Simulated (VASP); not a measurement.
An input for Ansatz (written as the equivalent of a VASP run, and not itself run):

Ansatz 0.2 input:
```yaml
crystal:
  lattice:
    - [0.0000000, 2.0169033, 2.0169033]
    - [2.0169033, 0.0000000, 2.0169033]
    - [2.0169033, 2.0169033, 0.0000000]
  atoms:
    - { symbol: Al, position: [0.5000000, 0.5000000, 0.5000000] }
    - { symbol: N, position: [0.0000000, 0.0000000, 0.0000000] }
kpoints:
  mp_grid: { grid: [10, 10, 10] }
hamiltonian:
  xc: r2scan
  pseudopotentials: { kind: paw }
scf:
  occupations: { method: gaussian, width: 0.05 }
  max_iter: 100
relax:
  max_steps: 60
  f_tol: 0.01
  cell: {}
output: { forces: true, stress: true, eigenvalues: true }
```

Q: Translate this input to VASP (INCAR, KPOINTS, POSCAR, choice of POTCAR).

A: Several could match; the one computed here: 
**KPOINTS**
```
Automatic mesh
0
Gamma
10 10 10
0 0 0
```

File POSCAR:
```
AlN
1.0
  0.0000000000   2.0169033168   2.0169033168
  2.0169033168   0.0000000000   2.0169033168
  2.0169033168   2.0169033168   0.0000000000
Al N
1 1
Cartesian
  2.0169033168   2.0169033168   2.0169033168
  0.0000000000   0.0000000000   0.0000000000
```

INCAR:
```
! general
SYSTEM   =  AlN
PREC     =  Accurate
ENCUT    =  520   ! plane-wave cut-off (eV)
LREAL    =  .False.   ! projection in real space or not
LASPH    =  .True.

! electronic loop
EDIFF    =  1E-6   ! SCF stop (eV)
NELM     =  100
ALGO     =  Normal   ! blocked Davidson
LMIXTAU  =  .True.

! smearing
ISMEAR   =  0   ! Gaussian
SIGMA    =  0.05   ! width (eV)

! functional
METAGGA  =  R2SCAN

! ions
IBRION   =  2   ! conjugate gradients
NSW      =  60
ISIF     =  3   ! ions, shape and volume
EDIFFG   =  -0.01   ! ionic stop

! output
LWAVE    =  .False.
LCHARG   =  .False.
```

POTCAR, in this order: Al N (PBE.64 set). Program: vasp_std.

Limits of the translation: each code has its own PAW files, so the cut-off isn't converted (ENCUT is set for VASP's; basis.ecutwfc is left out, and Ansatz then takes the one that its files recommend); Ansatz stops its SCF on the density residual and VASP on the energy change (EDIFF).

The structure comes from a computed database's AlN entry (Fm-3m); how it stands against other phases isn't given here. It was relaxed first. The start is the result of an earlier pass.
